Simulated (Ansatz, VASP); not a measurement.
# HfPbO3 in two plane-wave programs

Aim: how closely do two programs agree when they are given the same cell, functional and k mesh? The two relaxations start from unlike cells of this crystal (the structure described is Ansatz's start), so only their ends are compared.

Calculated with Ansatz 0.2.0; plane waves, with VASP 6.6.1 beside it; relaxation of cell and atoms at LDA.

### 1. The structure

It takes space group Pm-3m (No. 221, cubic). The conventional cell has a = 4.257 Å, b = 4.257 Å, c = 4.257 Å, α = 90.00°, β = 90.00°, γ = 90.00°. Nearest to Pb lie 12 O at 3.01 Å. Hf has 6 O at 2.13 Å nearest. O has 2 Hf at 2.13 Å nearest. Farther neighbours and most contacts between anions are not listed.

Coordinates:

```cif
data_structure
_symmetry_space_group_name_H-M 'P 1'
_symmetry_Int_Tables_number 1
_cell_length_a 4.2570
_cell_length_b 4.2570
_cell_length_c 4.2570
_cell_angle_alpha 90.000
_cell_angle_beta 90.000
_cell_angle_gamma 90.000
_cell_volume 77.15
loop_
_atom_site_label
_atom_site_type_symbol
_atom_site_fract_x
_atom_site_fract_y
_atom_site_fract_z
_atom_site_occupancy
Pb1 Pb 0.00000 0.00000 0.00000 1
Hf2 Hf 0.50000 0.50000 0.50000 1
O3 O 0.50000 0.50000 0.00000 1
O4 O 0.50000 0.00000 0.50000 1
O5 O 0.00000 0.50000 0.50000 1
```

### 2. VASP: relaxation of cell and atoms, LDA

The relaxed volume is the usual yardstick between codes: in a stiff, nearly cubic crystal its relative difference is about their pressure difference at one cell divided by the bulk modulus.

Lines of VASP's logs that name or quote its potential files are left out, and so is its time.

Contents of INCAR:

```
SYSTEM = HfPbO3
PREC = Accurate
ENCUT = 600
EDIFF = 1E-07
NELM = 120
ISMEAR = -1
SIGMA = 0.02
LREAL = .FALSE.
ALGO = Normal
GGA = CA
NBANDS = 27
LASPH = .TRUE.
LORBIT = 11
LWAVE = .FALSE.
LCHARG = .FALSE.
ISIF = 3
IBRION = 2
NSW = 80
EDIFFG = -0.005
GGA_COMPAT = .FALSE.
NELMIN = 4
EFERMI = MIDGAP
KPAR = 2
```

Contents of POSCAR:

```
HfPbO3
1.0
    4.0738802207      0.0000000000      0.0000000000
    0.0000000000      4.0738802207      0.0000000000
    0.0000000000      0.0000000000      4.0738802207
Pb Hf O
1 1 3
Direct
    0.0000000000      0.0000000000      0.0000000000
    0.5000000000      0.5000000000      0.5000000000
    0.5000000000      0.5000000000      0.0000000000
    0.5000000000      0.0000000000      0.5000000000
    0.0000000000      0.5000000000      0.5000000000
```

Contents of KPOINTS:

```
Automatic mesh
0
Gamma
6 6 6
0 0 0
```

PAW data sets: Pb_d, Hf_pv and O (LDA family, release 64).

Run with:

```
> mpirun -np 2 vasp_std
```

Numbers of over 12 decimals in the logs are rounded to 6 here.

Output:

```text
[banner, memory and clock lines left out]
running    2 mpi-ranks, on    1 nodes
 distrk:  each k-point on    1 cores,    2 groups
 distr:  one band on    1 cores,    1 groups

 POSCAR found type information on POSCAR PbHfO
 POSCAR found :  3 types and       5 ions
 LDA part: xc-table for (Slater(with rela. corr.)+CA(PZ))
 , standard interpolation
 POSCAR, INCAR and KPOINTS ok, starting setup
 FFT: planning ... GRIDC
 FFT: planning ... GRID_SOFT
 FFT: planning ... GRID
 WAVECAR not read
 entering main loop
       N       E                     dE             d eps       ncg     rms          rms(c)
DAV:   1     0.457599543946E+03    0.45760E+03   -0.24047E+04  1080   0.194E+03
DAV:   2     0.148142616285E+01   -0.45612E+03   -0.43830E+03  1180   0.505E+02
DAV:   3    -0.509329958265E+02   -0.52414E+02   -0.51515E+02  1341   0.166E+02
DAV:   4    -0.527773602143E+02   -0.18444E+01   -0.18385E+01  1333   0.312E+01
DAV:   5    -0.528243947737E+02   -0.47035E-01   -0.47026E-01  1297   0.533E+00    0.720E+01
DAV:   6    -0.455173747469E+02    0.73070E+01   -0.38815E+01  1380   0.393E+01    0.598E+01
DAV:   7    -0.452431167538E+02    0.27426E+00   -0.27677E+00  1131   0.103E+01    0.337E+01
DAV:   8    -0.451523925745E+02    0.90724E-01   -0.24403E-01  1381   0.608E+00    0.568E+00
DAV:   9    -0.451460021578E+02    0.63904E-02   -0.56729E-02  1363   0.166E+00    0.152E+00
DAV:  10    -0.451455037527E+02    0.49841E-03   -0.35435E-03  1426   0.100E+00    0.206E-01
DAV:  11    -0.451455683014E+02   -0.64549E-04   -0.51445E-04  1167   0.147E-01    0.986E-02
DAV:  12    -0.451455529988E+02    0.15303E-04   -0.77309E-05  1346   0.149E-01    0.183E-02
DAV:  13    -0.451455533676E+02   -0.36881E-06   -0.10357E-05  1187   0.228E-02    0.943E-03
DAV:  14    -0.451455534238E+02   -0.56176E-07   -0.47424E-07  1233   0.694E-03
   1 F= -.45145553E+02 E0= -.45145553E+02  d E =-.451456E+02
 curvature:   0.00 expect dE= 0.000E+00 dE for cont linesearch  0.000E+00
 trial: gam= 0.00000 g(F)=  0.000E+00 g(S)=  0.199E-04 ort = 0.000E+00 (trialstep = 0.100E+01)
 search vector abs. value=  0.199E-04
 bond charge predicted
       N       E                     dE             d eps       ncg     rms          rms(c)
DAV:   1    -0.451457327154E+02   -0.17935E-03   -0.53799E-03  1269   0.929E-01    0.204E-01
DAV:   2    -0.451455744970E+02    0.15822E-03   -0.64681E-04  1312   0.241E-01    0.473E-02
DAV:   3    -0.451455515230E+02    0.22974E-04   -0.57697E-05  1232   0.142E-01    0.333E-02
DAV:   4    -0.451455489662E+02    0.25568E-05   -0.20824E-05  1500   0.586E-02    0.250E-02
DAV:   5    -0.451455492694E+02   -0.30324E-06   -0.15485E-06  1234   0.828E-03    0.330E-02
DAV:   6    -0.451455489111E+02    0.35838E-06   -0.10723E-06  1060   0.151E-02    0.900E-03
DAV:   7    -0.451455488733E+02    0.37780E-07   -0.23213E-07   844   0.276E-03
   2 F= -.45145549E+02 E0= -.45145549E+02  d E =0.455055E-05
 trial-energy change:    0.000005  1 .order    0.000003   -0.000020    0.000026
 step:   0.3890(harm=  0.4310)  dis= 0.00000  next Energy=   -45.145557 (dE=-0.379E-05)
 bond charge predicted
       N       E                     dE             d eps       ncg     rms          rms(c)
DAV:   1    -0.451456256465E+02   -0.76735E-04   -0.20169E-03  1269   0.570E-01    0.123E-01
DAV:   2    -0.451455668102E+02    0.58836E-04   -0.23911E-04  1320   0.148E-01    0.283E-02
DAV:   3    -0.451455582239E+02    0.85863E-05   -0.21303E-05  1264   0.862E-02    0.202E-02
DAV:   4    -0.451455572593E+02    0.96461E-06   -0.77496E-06  1489   0.359E-02    0.152E-02
DAV:   5    -0.451455573643E+02   -0.10505E-06   -0.57025E-07  1021   0.500E-03    0.195E-02
DAV:   6    -0.451455572464E+02    0.11793E-06   -0.35698E-07  1046   0.877E-03    0.582E-03
DAV:   7    -0.451455572261E+02    0.20274E-07   -0.74294E-08   540   0.180E-03
   3 F= -.45145557E+02 E0= -.45145557E+02  d E =-.380231E-05
 curvature:  -0.21 expect dE=-0.535E-07 dE for cont linesearch -0.535E-07
 trial: gam= 0.00000 g(F)=  0.665E-66 g(S)=  0.250E-06 ort =-0.223E-05 (trialstep = 0.878E+00)
 search vector abs. value=  0.250E-06
 reached required accuracy - stopping structural energy minimisation
```

From OUTCAR (step 2):

```text
ion  position               nearest neighbor table
   1  0.000  0.000  0.000-   3 2.88   4 2.88   5 2.88   4 2.88   5 2.88   3 2.88   5 2.88   5 2.88
                             3 2.88   4 2.88   4 2.88   3 2.88   2 3.53   2 3.53   2 3.53   2 3.53
   2  0.500  0.500  0.500-   3 2.04   4 2.04   5 2.04   3 2.04   4 2.04   5 2.04   1 3.53   1 3.53
                             1 3.53   1 3.53   1 3.53   1 3.53   1 3.53   1 3.53
   3  0.500  0.500  0.000-   2 2.04   2 2.04   1 2.88   1 2.88   1 2.88   1 2.88
   4  0.500  0.000  0.500-   2 2.04   2 2.04   1 2.88   1 2.88   1 2.88   1 2.88
   5  0.000  0.500  0.500-   2 2.04   2 2.04   1 2.88   1 2.88   1 2.88   1 2.88

  LATTYP: Found a simple cubic cell.
 ALAT       =     4.0738802207

 Subroutine GETGRP returns: Found 48 space group operations
 (whereof 48 operations were pure point group operations)

The static configuration has the point symmetry O_h .

 Found     20 irreducible k-points:

   k-points           NKPTS =     20   k-points in BZ     NKDIM =     20   number of bands    NBANDS=     27

   dimension x,y,z NGX =    36 NGY =   36 NGZ =   36
   dimension x,y,z NGXF=    72 NGYF=   72 NGZF=   72

   ENCUT  =  600.0 eV  44.10 Ry    6.64 a.u.   8.14  8.14  8.14*2*pi/ulx,y,z

   NELECT =      42.0000    total number of electrons

 k-points in reciprocal lattice and weights: Automatic mesh
   0.00000000  0.00000000  0.00000000       0.005
   0.16666667  0.00000000  0.00000000       0.028
   0.33333333  0.00000000  0.00000000       0.028
   0.50000000  0.00000000  0.00000000       0.014
   0.16666667  0.16666667  0.00000000       0.056
   0.33333333  0.16666667  0.00000000       0.111
   0.50000000  0.16666667  0.00000000       0.056
   0.33333333  0.33333333  0.00000000       0.056
   0.50000000  0.33333333  0.00000000       0.056
[...]
0.50000000  0.50000000  0.33333333       0.028
   0.50000000  0.50000000  0.50000000       0.005

 average (electrostatic) potential at core
       1 -91.7738       2 -35.8573       3 -69.9834       4 -69.9834       5 -69.9834

 E-fermi :   5.5330

 k-point     1 :       0.0000    0.0000    0.0000
  band No.  band energies     occupation
    ...
     17       3.1494      2.00000
     18       3.1494      2.00000
     19       3.8506      2.00000
     20       3.8506      2.00000
     21       3.8506      2.00000
     22       8.4305      0.00000
     23       8.4306      0.00000
     24       8.4306      0.00000
     25      11.0516      0.00000
     26      11.0516      0.00000
    ...

 k-point     2 :       0.1667    0.0000    0.0000
  band No.  band energies     occupation
    ...
     17       2.9531      2.00000
     18       3.0840      2.00000
     19       3.2361      2.00000
     20       3.7982      2.00000
     21       3.7982      2.00000
     22       8.4428      0.00000
     23       8.9860      0.00000
     24       8.9860      0.00000
     25       9.6761      0.00000
     26      10.9430      0.00000
    ...

 k-point     3 :       0.3333    0.0000    0.0000
  band No.  band energies     occupation
    ...
     17       2.6260      2.00000
     18       2.9584      2.00000
     19       3.6304      2.00000
     20       3.7873      2.00000
     21       3.7873      2.00000
     22       7.7738      0.00000
     23       8.4675      0.00000
     24       9.6440      0.00000
     25       9.6440      0.00000
     26      11.2117      0.00000
    ...

  Total       -0.0029371     -0.0029371     -0.0029371     -0.0000000     -0.0000000     -0.0000000
  in kB       -0.0695775     -0.0695775     -0.0695775     -0.0000000     -0.0000000     -0.0000000
  external PRESSURE =      -0.0695775 kB  Pullay stress =       0.0000000 kB

  energy-cutoff  :      600.00
  volume of cell :       67.63
      direct lattice vectors                 reciprocal lattice vectors
     4.074281258 -0.000000000  0.000000000     0.245442064  0.000000000  0.000000000
    -0.000000000  4.074281258  0.000000000     0.000000000  0.245442064  0.000000000
    -0.000000000 -0.000000000  4.074281258    -0.000000000 -0.000000000  0.245442064

 POSITION                                       TOTAL-FORCE (eV/Angst)
 -----------------------------------------------------------------------------------
      0.00000      0.00000      0.00000         0.000000      0.000000      0.000000
      2.03714      2.03714      2.03714         0.000000     -0.000000      0.000000
      2.03714      2.03714      0.00000         0.000000      0.000000      0.000000
      2.03714     -0.00000      2.03714         0.000000     -0.000000      0.000000
     -0.00000      2.03714      2.03714        -0.000000     -0.000000      0.000000
 -----------------------------------------------------------------------------------
    total drift:                                0.000000      0.000000      0.000000

  FREE ENERGIE OF THE ION-ELECTRON SYSTEM (eV)
  ---------------------------------------------------
  free  energy   TOTEN  =       -45.1455572261 eV

  energy  without entropy=      -45.1455572261  energy(sigma->0) =      -45.14555723

 reached required accuracy - stopping structural energy minimisation

 total charge
# of ion       s       p       d       tot
------------------------------------------
    1        1.521   0.347   9.848  11.715
    2        0.365   6.838   1.639   8.843
    3        1.555   3.472   0.000   5.027
    4        1.555   3.472   0.000   5.027
    5        1.555   3.472   0.000   5.027
--------------------------------------------------
tot          6.552  17.601  11.487  35.640

[... 3 further parts left out ...]
```

CONTCAR:

```
HfPbO3
   1.00000000000000
     4.0742812581515748   -0.0000000000000000    0.0000000000000000
    -0.0000000000000000    4.0742812581515748    0.0000000000000000
    -0.0000000000000000   -0.0000000000000000    4.0742812581515748
  Pb              Hf              O
     1     1     3
Direct
     0.0000000000000000    0.0000000000000000    0.0000000000000000
     0.5000000000000000    0.5000000000000000    0.5000000000000000
     0.5000000000000000    0.5000000000000000    0.0000000000000000
     0.5000000000000000    0.0000000000000000    0.5000000000000000
     0.0000000000000000    0.5000000000000000    0.5000000000000000
```

Harder data sets than Hf_pv exist (the GW ones), and pressures, volumes and forces can shift noticeably with them. The run keeps the 48 symmetry operations of its start, so it cannot find a distortion of lower symmetry.

(Continued in part 2 of 2.)

[Lines on the potential files, build, host, timing and source positions are cut from VASP's logs without a mark.]

[Logs are printed without paths, hosts, clocks, repeated set-up lines and the standing remarks that a program may print on its own settings, such as how far it seeks lower states.]

[Hosts, paths, dates, database ids (printed as entryN), source tags and the programs' standing remarks are cut or masked in the printed files.]
